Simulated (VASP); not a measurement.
Input:

```
PtS2
1.0
    1.79030    -3.10090     0.00000
    1.79030     3.10090     0.00000
    0.00000     0.00000     4.66087
Pt S
1 2
Direct
  0.00000   0.00000   0.00000
  0.33333   0.66667   0.25860
  0.66667   0.33333   0.74140
```

The numbers are results of PBE GGA with D3 dispersion (Becke-Johnson damping), VASP's PBE PAW potentials (set 64) (plane waves; VASP 6.6.1), not measurements. Run with 520 eV cut-off, 7×7×5 Γ-centred mesh, Gaussian smearing of 0.050 eV, potentials Pt S.

Question: What does the run give for the energy per atom (σ→0)?

Answer: 
- energy per atom (σ→0) = -5.556 eV/atom

Total energies compare only between runs with the same potentials, cut-off and functional.

The compound is PtS2 in the 1T layered structure. It was relaxed first, which changed the volume by -5 %. The start is the result of an earlier pass.
